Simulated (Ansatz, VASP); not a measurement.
# Two plane-wave programs on CaSiN

```
Ca Si N
1.0
     4.20381    0.00000    0.00000
    -2.10191    3.64061    0.00000
     0.00000    0.00000    5.66524
Ca Si N
2 2 2
Direct
  0.33333 0.66667 0.75000
  0.66667 0.33333 0.25000
  0.33333 0.66667 0.25000
  0.66667 0.33333 0.75000
  0.00000 0.00000 0.00000
  0.00000 0.00000 0.50000
```

Change from the starting cell: species swapped into the LiGaIr type (P6_3/mmc, No. 194).

Alike in both runs: task single point; functional PBE; k mesh 6 × 6 × 4; occupations gaussian, width 0.1 eV; no spin polarisation.

```csv
,VASP,Ansatz
version,VASP 6.6.1,Ansatz 0.2.0
potentials or method,"VASP PAW PBE potentials, release 64 (Ca_sv, Si, N)","scalar-relativistic, plane waves, PAW"
plane-wave cutoff (eV),520,420
valence electrons in the cell,38,38
```

```tsv
	VASP	Ansatz	Ansatz less VASP
gap on the k mesh at the Fermi level (eV)	none	none	-
pressure (GPa)	16.4	16.1	-0.33
largest component of the traceless stress (GPa)	7.29	7.19	-0.104
```

A gap of «none» marks a metal or a gap that the smearing closes. The functional is the same, so the differences come from potentials, cutoffs and numerics.

Caveats: so large a pressure means that the cell lies far from this level's equilibrium, or that cutoff or potentials fall short (VASP).
